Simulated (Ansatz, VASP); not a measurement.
**Ni in two plane-wave programs**

Aim: how closely do two programs agree when they are given the same cell, functional and k mesh? The structure shown is the end of the Ansatz relaxation below.

Calculated with Ansatz 0.2.0; plane waves, with VASP 6.6.1 beside it; single point at PBEsol.

## Step 1: Starting point

It takes space group R-3m (No. 166, trigonal). Conventional cell: a = 2.473 Å, b = 2.473 Å, c = 5.964 Å, α = 90.00°, β = 90.00°, γ = 120.00°. Nearest to Ni lie 12 Ni at 2.45 to 2.47 Å.

Coordinates:

```cif
data_structure
_symmetry_space_group_name_H-M 'P 1'
_symmetry_Int_Tables_number 1
_cell_length_a 2.4730
_cell_length_b 2.4730
_cell_length_c 5.9639
_cell_angle_alpha 90.000
_cell_angle_beta 90.000
_cell_angle_gamma 120.000
_cell_volume 31.59
loop_
_atom_site_label
_atom_site_type_symbol
_atom_site_fract_x
_atom_site_fract_y
_atom_site_fract_z
_atom_site_occupancy
Ni1 Ni 0.00000 0.00000 0.00000 1
Ni2 Ni 0.33333 0.66667 0.33333 1
Ni3 Ni 0.66667 0.33333 0.66667 1
```

## Step 2: Ansatz: relaxation, PBEsol

Ansatz runs on its PAW soft_1 files.

This run makes the geometry at which the two programs are then compared.

Contents of input.yaml:

```yaml
crystal:
  lattice:
    - [2.47298601, 0.0, 0.0]
    - [-1.236493005, 2.1416687079, 0.0]
    - [0.0, 0.0, 5.961592532]
  atoms:
    - { symbol: Ni, position: [0.0, 0.0, 0.0], spin: 0.7 }
    - { symbol: Ni, position: [0.3333333, 0.6666667, 0.3333333], spin: 0.7 }
    - { symbol: Ni, position: [0.6666667, 0.3333333, 0.6666667], spin: 0.7 }
magnetization:
  spin_polarized: true
kpoints:
  mp_grid: { grid: [20, 20, 7] }
scf:
  occupations: { method: fermi_dirac, width: 0.05 }
hamiltonian:
  xc: pbesol
  pseudopotentials: { kind: paw, azcp: { folder: soft_1 }, xc_functional: pbe }
basis:
  ecutwfc: 600
output:
  forces: true
  stress: true
  write_density: true
  write_potential: true
  elf: true
  volumetric_format: npy
relax:
  f_tol: 0.005
  max_steps: 70
  cell: { stress_tol: 0.02, p_target: 0, fix: [a, b, alpha, beta, gamma] }
```

Launch:

```console
> ansatz run input.yaml --threads 4 --pin off --max-ram 10240MiB --backend cpu --events-out ev --progress --plain --runs-dir out
```

Numbers of over 12 decimals in the logs are rounded to 6 here.

What it wrote:

```text
Engine: ansatz 0.2.0, x86_64-unknown-linux-gnu
Pseudopotentials: kind: paw
Pseudopotential: Ni, paw, valence charge 18, recommended cutoff 420 eV (normal), soft_1/Ni.paw.azcp
Functional definition: PBEsol
  exchange = pbesol_x
  correlation = pbesol_c
Crystal: 3 atoms, lattice volume = 31.574 Å³
Basis set: ecut = 600 eV, 1031 PW (Γ), exchange–correlation on 40×40×96 points (8 copies of the dense FFT grid, shifted against one another)
Bands: 34, of which v1, the nominal top of the filled ones, is band 27 counted from 1 (26 counted from 0)
Symmetry: 36 space group operations
Space group: R-3m (ITA 166), of the structure as read, at distance tolerance 3.2e-5 Å
Magnetic group: BNS 166.97 (UNI 1327), of the structure as read, at distance tolerance 3.2e-5 Å
k-points: 275 of 2800
Non-local potential: Ni, projectors of the file, l = 0: 3, l = 1: 2, l = 2: 3, l = 3: 1
PAW form: soft (Blöchl's): semilocal exchange-correlation on the pseudo side does not see the compensation charge
PAW frozen core: Ni, regenerated for the run's functional, and the local potential with it (the file was generated under x = pbe(κ = 0.804, μ = 0.219515), c = pbe(β = 0.066725))
PAW one-centre angular grid: Ni, 590 points (default); XC on 64 Gauss nodes
Initial density: superposition of atomic densities (chi_scale 0.1, normalization cell)
Starting moments: Σ|m| = 2.1 μB on 3 of 3 sites
Initial wavefunctions: pseudopotential atomic-orbital guess
Functional: x = pbesol(κ = 0.804, μ = 0.123457), c = pbesol(β = 0.046)
SCF iter   1: F=—  HF=-17413.175984 eV  |F-HF|=—  |Δ(HF+E_count)|=         —  Δρ=8.40e-2 (↑3.58e-2 ↓8.40e-2)  dr2=2.51e0  dr2_m=1.70e-1  M=2.164 μB ∫|m|=2.276 μB  β_m=0.30  ethr=3.10e-3  ⟨swp⟩=4.6  Hψ=77178  notcnv=0
Mixer restart at iter 1: flushing history
preconditioner: auto → Kerker (q_TF=auto, 2.984 Å⁻¹)  [metal: Δε(μ)=0.001 eV  Ē_g=9.193 eV  σ=0.050 eV  W_gap=0.00  n_scr=10 (ndim 8)  ℏωp=36.2 eV  f_vac=0.000  D(μ)=4.75/eV (n_scr^D=80)]
spin=Collinear: Kerker preconditioning applied to the charge; magnetization (m = ρ↑ − ρ↓) channel mixes plain (no charge-response kernel on spin).
SCF iter   2: F=—  HF=-17412.684772 eV  |F-HF|=—  |Δ(HF+E_count)|=   4.91e-1  Δρ=2.44e-2 (↑1.36e-2 ↓2.44e-2)  dr2=6.30e-2  dr2_m=8.71e-2  M=2.124 μB ∫|m|=2.269 μB  β_m=0.33  ethr=3.10e-3  ⟨swp⟩=3.0  Hψ=32585  notcnv=0  defer=510
SCF iter   3: F=—  HF=-17413.658116 eV  |F-HF|=—  |Δ(HF+E_count)|=         —  Δρ=1.70e-2 (↑1.70e-2 ↓8.91e-3)  dr2=1.52e-2  dr2_m=3.93e-2  M=2.103 μB ∫|m|=2.285 μB  β_m=0.33  ethr=1.17e-4  ⟨swp⟩=2.3  Hψ=30917  notcnv=0  defer=508
Mixer restart at iter 3: flushing history
SCF iter   4: F=—  HF=-17414.211032 eV  |F-HF|=—  |Δ(HF+E_count)|=   5.53e-1  Δρ=1.24e-2 (↑1.24e-2 ↓4.96e-3)  dr2=3.39e-2  dr2_m=8.07e-3  M=2.037 μB ∫|m|=2.235 μB  β_m=0.59  ethr=2.82e-5  ⟨swp⟩=2.4  Hψ=36993  notcnv=0  defer=508
SCF iter   5: F=—  HF=-17414.776221 eV  |F-HF|=—  |Δ(HF+E_count)|=   5.65e-1  Δρ=9.45e-3 (↑7.09e-3 ↓9.45e-3)  dr2=5.33e-2  dr2_m=1.31e-3  M=1.960 μB ∫|m|=2.180 μB  β_m=0.61  ethr=2.82e-5  ⟨swp⟩=2.9  Hψ=38953  notcnv=0  defer=518
SCF iter   6: F=—  HF=-17414.944649 eV  |F-HF|=—  |Δ(HF+E_count)|=   1.68e-1  Δρ=1.72e-3 (↑1.25e-3 ↓1.72e-3)  dr2=1.38e-3  dr2_m=2.42e-4  M=1.915 μB ∫|m|=2.146 μB  β_m=0.70  ethr=2.82e-5  ⟨swp⟩=2.0  Hψ=38487  notcnv=0  defer=549
SCF iter   7: F=—  HF=-17414.958379 eV  |F-HF|=—  |Δ(HF+E_count)|=   1.37e-2  Δρ=1.31e-3 (↑1.31e-3 ↓9.50e-4)  dr2=3.85e-4  dr2_m=1.56e-4  M=1.902 μB ∫|m|=2.138 μB  β_m=0.85  ethr=2.55e-6  ⟨swp⟩=2.2  Hψ=36076  notcnv=0  defer=584
SCF iter   8: F=—  HF=-17414.960119 eV  |F-HF|=—  |Δ(HF+E_count)|=   1.74e-3  Δρ=2.50e-3 (↑1.52e-3 ↓2.50e-3)  dr2=2.97e-3  dr2_m=8.65e-5  M=1.895 μB ∫|m|=2.133 μB  β_m=0.65  ethr=7.12e-7  ⟨swp⟩=2.0  Hψ=36637  notcnv=0  defer=551  recentre
SCF iter   9: F=—  HF=-17414.960560 eV  |F-HF|=—  |Δ(HF+E_count)|=   4.41e-4  Δρ=1.35e-4 (↑1.35e-4 ↓9.21e-5)  dr2=5.80e-6  dr2_m=5.12e-7  M=1.892 μB ∫|m|=2.131 μB  β_m=0.82  ethr=7.12e-7  ⟨swp⟩=2.0  Hψ=36779  notcnv=0  defer=584
SCF iter  10: F=—  HF=-17414.960581 eV  |F-HF|=—  |Δ(HF+E_count)|=   2.06e-5  Δρ=8.10e-5 (↑2.58e-5 ↓8.10e-5)  dr2=1.88e-6  dr2_m=3.41e-7  M=1.892 μB ∫|m|=2.131 μB  β_m=0.91  ethr=1.07e-8  ⟨swp⟩=2.0  Hψ=33987  notcnv=0  defer=585
SCF iter  11: F=—  HF=-17414.960582 eV  |F-HF|=—  |Δ(HF+E_count)|=   1.35e-6  Δρ=5.25e-5 (↑1.73e-5 ↓5.25e-5)  dr2=8.54e-7  dr2_m=1.09e-7  M=1.892 μB ∫|m|=2.131 μB  β_m=0.96  ethr=3.48e-9  ⟨swp⟩=2.4  Hψ=24751  notcnv=0  defer=585
SCF iter  12: F=—  HF=-17414.960583 eV  |F-HF|=—  |Δ(HF+E_count)|=   1.08e-7  Δρ=4.53e-6 (↑2.51e-6 ↓4.53e-6)  dr2=9.88e-9  dr2_m=3.99e-10  M=1.892 μB ∫|m|=2.131 μB  β_m=0.95  ethr=1.58e-9  ⟨swp⟩=2.0  Hψ=26287  notcnv=0  defer=584
[...]
SCF iter   3: F=—  HF=-17414.960585 eV  |F-HF|=—  |Δ(HF+E_count)|=   4.16e-7  Δρ=6.98e-6 (↑3.06e-6 ↓6.98e-6)  dr2=6.40e-9  dr2_m=3.25e-9  M=1.892 μB ∫|m|=2.131 μB  β_m=0.52  ethr=1.33e-9  ⟨swp⟩=2.8  Hψ=35855  notcnv=0
SCF iter   4: F=—  HF=-17414.960585 eV  |F-HF|=—  |Δ(HF+E_count)|=   7.52e-8  Δρ=6.39e-6 (↑1.50e-6 ↓6.39e-6)  dr2=9.96e-9  dr2_m=2.16e-9  M=1.892 μB ∫|m|=2.131 μB  β_m=0.76  ethr=1.18e-11  ⟨swp⟩=2.0  Hψ=33795  notcnv=0
SCF iter   5: F=-17414.960585 eV  HF=-17414.960585 eV  |F-HF|=3.53e-10  |Δ(HF+E_count)|=   4.31e-8  Δρ=1.90e-6 (↑1.21e-6 ↓1.90e-6)  dr2=7.26e-10  dr2_m=1.99e-10  M=1.892 μB ∫|m|=2.131 μB  ethr=1.18e-11  ⟨swp⟩=5.2  Hψ=109841  notcnv=0
SCF 2 converged in 5 iterations: F = -17414.960585 eV  dr2 = 7.26e-10
relax step   2: F+E_penalty+E_count = -17414.96058510 eV  Δ(F+E_penalty+E_count) = -2.595e-6 eV  max|allowed force component| = 2.390e-29 eV/Å  Δτ_max = 0.0000 Å  P = -2.933 GPa  Ω = 31.580 Å³  energy of the carried Pulay correction = -1.643e-6 eV  fix = [a, b, alpha, beta, gamma]  reactions: a -4.447, b -4.447 GPa  (5 SCF iters, dr2 threshold 6.75e-8 eV, accepted)
[...]
relax step   3: F+E_penalty+E_count = -17414.96058496 eV  Δ(F+E_penalty+E_count) = +1.425e-7 eV  max|allowed force component| = 2.273e-29 eV/Å  Δτ_max = 0.0000 Å  P = -2.982 GPa  Ω = 31.587 Å³  energy of the carried Pulay correction = -3.814e-6 eV  fix = [a, b, alpha, beta, gamma]  reactions: a -4.474, b -4.474 GPa  (5 SCF iters, dr2 threshold 2.19e-8 eV, accepted)
[...]
relax step   4: F+E_penalty+E_count = -17414.96058827 eV  Δ(F+E_penalty+E_count) = -3.309e-6 eV  max|allowed force component| = 2.618e-29 eV/Å  Δτ_max = 0.0000 Å  P = -2.983 GPa  Ω = 31.587 Å³  fix = [a, b, alpha, beta, gamma]  reactions: a -4.474, b -4.474 GPa  stress off target by 1.23e-4 GPa on what of the cell is left free  SCF on the basis re-selected at this cell (its energy is not comparable with the rows above)  (5 SCF iters)
basis re-selected at this cell: Δ(F+E_penalty+E_count) = -3.309e-6 eV, ΔP = -0.000 GPa vs the last step (what re-selecting the basis moved, of the pressure what is left beyond the Pulay correction that the steps carried, after the strain that the cell walked since its last selection, with what the two solves' SCF thresholds leave and, on support functions, any second-order correction that the steps lacked; it is no m [...]
SCF converged after 5 iterations
Magnetization: 1.8927 μB (27.9463 up, 26.0537 down)
Absolute magnetization: 2.1350 μB (∫|ρ↑−ρ↓|, with the PAW one-centre terms)
Spin contamination: 0.0174 ħ² per cell (⟨S²⟩ above its minimum at these occupations)
Per-site moments (μB) at R_I (Å): [(0.665918, 1.009620), (0.665918, 1.009620), (0.665918, 1.009620)]
Free energy (F): -17414.960588 eV
Harris-Foulkes:  -17414.960588 eV  (|F-HF|=1.09e-11)
Internal energy: -17414.919274 eV  (E = F + TS)
E sigma→0 (E₀):  -17414.939931 eV
Entropy (-TS):   -0.041314 eV (-13.771 meV/atom)
Fermi energy:    18.514212 eV
--- Per-component energies (eV) ---
  E_band       = -834.442298
  E_kinetic    = 1019.702022
  E_local      = -8050.527681  (includes V_loc(G=0)·N_el)
  E_nonlocal   = -343.462707
  E_hartree    = 4383.436826
  E_xc         = -337.095744
  E_vxc        = -436.905789  (∫ρ·V_xc dr)
  E_paw        = -4865.694277  (= ΣΔE_a)
  E_vpaw       = -1790.122582  (= ΣTr[D̂ρ^β])
  E_aug_tail   = 0.000777  (compensation charges beyond the density's cutoff)
  E_ewald      = -9221.870358
  E_core_change = 0.591868  (= ΣΔE_core)
  E_smearing   = -0.041314  (= −TS)
  E_closure    = 0.000000  (closes the sum)
  Σ components = -17414.960588   (vs F -17414.960588, Δ=0.00e0)
--- Forces (eV/Å), atoms counted from 1 ---
  atom   1  Ni    -0.00000000     0.00000000    -0.00000000
  atom   2  Ni     0.00000000     0.00000000     0.00000000
  atom   3  Ni    -0.00000000    -0.00000000    -0.00000000
  max |Σ_I F_I| component: 2.61e-29 eV/Å
--- Stress (GPa, compression-positive) ---
       -4.473815       0.000000      -0.000000
        0.000000      -4.473815       0.000000
       -0.000000      -0.000000      -0.000123
  P = ⅓ Tr σ = -2.9826 GPa (-29.826 kbar)
--- Band table (eV; the first three rows and the last of 550) ---
  k-point 0 ↑: bands = [... 23 lower, 16.1299, 17.2135, 17.2135, 17.5439, 17.5439, 17.5439, 17.5439, 29.5179, ... 3 higher]
  k-point 1 ↑: bands = [... 23 lower, 16.6002, 17.2017, 17.2017, 17.3650, 17.3650, 17.7164, 17.7164, 27.4820, ... 3 higher]
  k-point 2 ↑: bands = [... 23 lower, 17.1720, 17.1720, 17.2209, 17.2209, 17.4176, 17.8501, 17.8501, 25.7835, ... 3 higher]
  k-point 274 ↓: bands = [... 23 lower, 17.6986, 18.6135, 18.6500, 18.6843, 22.9958, 23.5233, 23.8383, 25.2383, ... 3 higher]
--- Relaxed structure (3 steps of the walk, 3 accepted, 1 SCFs on fresh bases) ---
  F+E_penalty+E_count = -17414.96058827 eV   max|allowed force component| = 2.618e-29 eV/Å   (the final SCF, on the basis selected at the relaxed cell)
  cell:  # Å, volume = 31.5867 Å³
    - [2.472986, 0, 0]
    - [-1.236493, 2.141669, 0]
    - [0, 0, 5.963903]
  atoms:
    - { symbol: Ni, position: [0, 0, 0] }
    - { symbol: Ni, position: [0.333333, 0.666667, 0.333333] }
    - { symbol: Ni, position: [0.666667, 0.333333, 0.666667] }
```

Reading the cycles: dr2 is the Hartree energy of the density residual (eV), the measure of convergence; HF is the Harris–Foulkes estimate of the energy, which meets the free energy F at convergence.

## Step 3: VASP: single point, PBEsol, pair 1

The same cell, functional, mesh and smearing now go to VASP, with its own data sets.

Lines of VASP's logs that name or quote its potential files are left out, and so is its time.

Contents of INCAR:

```
SYSTEM = Ni
PREC = Accurate
ENCUT = 600
EDIFF = 1E-06
NELM = 200
ISMEAR = -1
SIGMA = 0.05
LREAL = .FALSE.
ALGO = Normal
GGA = PS
NBANDS = 24
ISPIN = 2
MAGMOM = 0.67 0.67 0.67
LASPH = .TRUE.
LMAXMIX = 4
LORBIT = 11
LWAVE = .FALSE.
LCHARG = .FALSE.
ISIF = 2
GGA_COMPAT = .FALSE.
KPAR = 2
```

Contents of POSCAR:

```
Ni
1.0
    2.4729860100      0.0000000000      0.0000000000
   -1.2364930050      2.1416687079      0.0000000000
    0.0000000000      0.0000000000      5.9639027279
Ni
3
Direct
    0.0000000000      0.0000000000      0.0000000000
    0.3333333333      0.6666666667      0.3333333333
    0.6666666667      0.3333333333      0.6666666667
```

Contents of KPOINTS:

```
Automatic mesh
0
Gamma
20 20 7
0 0 0
```

Potentials, in the order of the species: Ni (PBE family, release 64).

Launch:

```console
> mpirun -np 2 vasp_std
```

What it wrote:

```text
[banner, memory and clock lines left out]
running    2 mpi-ranks, on    1 nodes
 distrk:  each k-point on    1 cores,    2 groups
 distr:  one band on    1 cores,    1 groups

 POSCAR found type information on POSCAR Ni
 POSCAR found :  1 types and       3 ions
|                                                                             |
|               ----> ADVICE to this user running VASP <----                  |
|                                                                             |
|     You enforced a specific xc type in the INCAR file but a different       |
|     [... a line on the potential file left out ...]
|     I HOPE YOU KNOW WHAT YOU ARE DOING!                                     |
|                                                                             |

 LDA part: xc-table for (Slater+PW92), standard interpolation
 POSCAR, INCAR and KPOINTS ok, starting setup
 FFT: planning ... GRIDC
 FFT: planning ... GRID_SOFT
 FFT: planning ... GRID
 WAVECAR not read
 entering main loop
       N       E                     dE             d eps       ncg     rms          rms(c)
DAV:   1     0.173814339846E+03    0.17381E+03   -0.14444E+04 27824   0.196E+03
DAV:   2    -0.129471188244E+02   -0.18676E+03   -0.17400E+03 26536   0.315E+02
DAV:   3    -0.219368577671E+02   -0.89897E+01   -0.86413E+01 30584   0.929E+01
DAV:   4    -0.220592703958E+02   -0.12241E+00   -0.12235E+00 32776   0.983E+00
DAV:   5    -0.220628138708E+02   -0.35435E-02   -0.35434E-02 31448   0.149E+00    0.189E+01
DAV:   6    -0.194738449717E+02    0.25890E+01   -0.20837E+01 29088   0.812E+01    0.104E+01
DAV:   7    -0.184811340252E+02    0.99271E+00   -0.41388E+00 30584   0.332E+01    0.340E+00
DAV:   8    -0.184285935862E+02    0.52540E-01   -0.44835E-02 38240   0.253E+00    0.159E+00
DAV:   9    -0.184202200014E+02    0.83736E-02   -0.22896E-03 39640   0.490E-01    0.498E-01
DAV:  10    -0.184183927838E+02    0.18272E-02   -0.37959E-04 34928   0.212E-01    0.169E-01
DAV:  11    -0.184180640144E+02    0.32877E-03   -0.15812E-04 36256   0.152E-01    0.358E-02
DAV:  12    -0.184180473043E+02    0.16710E-04   -0.15283E-05 33744   0.385E-02    0.201E-02
DAV:  13    -0.184180458482E+02    0.14562E-05   -0.31519E-06 28496   0.178E-02    0.905E-03
DAV:  14    -0.184180455037E+02    0.34447E-06   -0.41211E-07 16552   0.536E-03
   1 F= -.18418046E+02 E0= -.18396972E+02  d E =-.421472E-01  mag=     1.8618
```

From OUTCAR (step 3):

```text
ion  position               nearest neighbor table
   1  0.000  0.000  0.000-   2 2.45   3 2.45   3 2.45   2 2.45   3 2.45   2 2.45
   2  0.333  0.667  0.333-   1 2.45   1 2.45   1 2.45   3 2.45   3 2.45   3 2.45
   3  0.667  0.333  0.667-   1 2.45   1 2.45   1 2.45   2 2.45   2 2.45   2 2.45

  LATTYP: Found a hexagonal cell.
 ALAT       =     2.4729860100
 C/A-ratio  =     2.4116200835

 Subroutine GETGRP returns: Found 12 space group operations
 (whereof 12 operations were pure point group operations)

The static configuration has the point symmetry D_3d.

 Found    275 irreducible k-points:

   k-points           NKPTS =    275   k-points in BZ     NKDIM =    275   number of bands    NBANDS=     24

   dimension x,y,z NGX =    20 NGY =   20 NGZ =   48
   dimension x,y,z NGXF=    40 NGYF=   40 NGZF=   96

   ENCUT  =  600.0 eV  44.10 Ry    6.64 a.u.   4.94  4.94 11.91*2*pi/ulx,y,z

   NELECT =      30.0000    total number of electrons

 k-points in reciprocal lattice and weights: Automatic mesh
   0.00000000  0.00000000  0.00000000       0.000
   0.05000000 -0.00000000  0.00000000       0.002
   0.10000000  0.00000000  0.00000000       0.002
   0.15000000  0.00000000  0.00000000       0.002
   0.20000000  0.00000000  0.00000000       0.002
   0.25000000  0.00000000  0.00000000       0.002
   0.30000000  0.00000000  0.00000000       0.002
   0.35000000  0.00000000  0.00000000       0.002
   0.40000000  0.00000000  0.00000000       0.002
[...]
0.30000000  0.30000000  0.42857143       0.004
   0.35000000  0.30000000  0.42857143       0.004

 average (electrostatic) potential at core
       1 -81.4764       2 -81.4764       3 -81.4764

 E-fermi :   9.6548

 spin component 1
 k-point     1 :       0.0000    0.0000    0.0000
  band No.  band energies     occupation
    ...
     14       8.3760      1.00000
     15       8.7024      1.00000
     16       8.7024      1.00000
     17       8.7025      1.00000
     18       8.7025      1.00000
     19      20.7542      0.00000
     20      20.7542      0.00000
     21      32.7509      0.00000
     22      32.7510      0.00000
     23      33.6088      0.00000
    ...

 k-point     2 :       0.0500   -0.0000    0.0000
  band No.  band energies     occupation
    ...
     14       8.3786      1.00000
     15       8.5823      1.00000
     16       8.7204      1.00000
     17       8.8108      1.00000
     18       8.9310      1.00000
     19      20.8121      0.00000
     20      20.8138      0.00000
     21      31.5390      0.00000
     22      32.2955      0.00000
     23      33.1599      0.00000
    ...

 k-point     3 :       0.1000    0.0000    0.0000
  band No.  band energies     occupation
    ...
     14       8.3900      1.00000
     15       8.4551      1.00000
     16       8.9047      1.00000
     17       8.9475      1.00000
     18       9.3064      0.99906
     19      20.9836      0.00000
     20      20.9957      0.00000
     21      29.1642      0.00000
     22      31.4181      0.00000
     23      31.5914      0.00000
    ...

 k-point     4 :       0.1500    0.0000    0.0000
  band No.  band energies     occupation
    ...
     13       8.2402      1.00000
     14       8.3295      1.00000
     15       8.4204      1.00000
     16       8.9830      1.00000
     17       9.2763      0.99949
     18       9.7463      0.13819
     19      21.2667      0.00000
     20      21.2999      0.00000
     21      26.7191      0.00000
     22      30.0203      0.00000
    ...

 k-point     5 :       0.2000    0.0000    0.0000
  band No.  band energies     occupation
    ...
     13       8.2017      1.00000
     14       8.2280      1.00000
     15       8.4835      1.00000
     16       9.0459      0.99999
     17       9.6464      0.54180
     18      10.2220      0.00001
     19      21.6599      0.00000
     20      21.6835      0.00000
     21      24.3974      0.00000
     22      28.0953      0.00000
    ...

 k-point     6 :       0.2500    0.0000    0.0000
  band No.  band energies     occupation
    ...
     12       8.1592      1.00000
     13       8.2396      1.00000
     14       8.2634      1.00000
     15       8.5882      1.00000
     16       9.0946      0.99999
     17      10.0358      0.00049
     18      10.7367      0.00000
     19      21.4420      0.00000
     20      22.1564      0.00000
     21      22.9575      0.00000
    ...

  Total       -0.9104151     -0.9104151     -0.0483254      0.0000000     -0.0000000      0.0000000
  in kB      -46.1791079    -46.1791079     -2.4512137      0.0000000     -0.0000000      0.0000000
  external PRESSURE =     -31.6031432 kB  Pullay stress =       0.0000000 kB

  energy-cutoff  :      600.00
  volume of cell :       31.59
      direct lattice vectors                 reciprocal lattice vectors
     2.472986010  0.000000000  0.000000000     0.404369453  0.233462813  0.000000000
    -1.236493005  2.141668708  0.000000000     0.000000000  0.466925625  0.000000000
     0.000000000  0.000000000  5.963902728     0.000000000  0.000000000  0.167675438

 POSITION                                       TOTAL-FORCE (eV/Angst)
 -----------------------------------------------------------------------------------
      0.00000      0.00000      0.00000        -0.000000      0.000000      0.000000
     -0.00000      1.42778      1.98797         0.000000     -0.000000     -0.000000
      1.23649      0.71389      3.97594        -0.000000      0.000000      0.000000
 -----------------------------------------------------------------------------------
    total drift:                               -0.000000      0.000000      0.000000

  FREE ENERGIE OF THE ION-ELECTRON SYSTEM (eV)
  ---------------------------------------------------
  free  energy   TOTEN  =       -18.4180455037 eV

  energy  without entropy=      -18.3758982677  energy(sigma->0) =      -18.39697189

 total charge
# of ion       s       p       d       tot
------------------------------------------
    1        0.515   0.533   8.326   9.374
    2        0.515   0.533   8.326   9.374
    3        0.515   0.533   8.326   9.374
--------------------------------------------------
tot          1.544   1.599  24.979  28.122

 magnetization (x)
# of ion       s       p       d       tot
------------------------------------------
    1       -0.006  -0.024   0.657   0.627
    2       -0.006  -0.024   0.657   0.627
    3       -0.006  -0.024   0.657   0.627
--------------------------------------------------
tot         -0.019  -0.071   1.971   1.882

[... 6 further parts left out ...]
```

The magnetic state follows from one typed start and may not be the lowest.

[end of part 1 of 2]

[Lines on the potential files, build, host, timing and source positions are cut from VASP's logs without a mark.]

[Logs are printed without paths, hosts, clocks, repeated set-up lines and the standing remarks that a program may print on its own settings, such as how far it seeks lower states.]

[Hosts, paths, dates, database ids (printed as entryN), source tags and the programs' standing remarks are cut or masked in the printed files.]
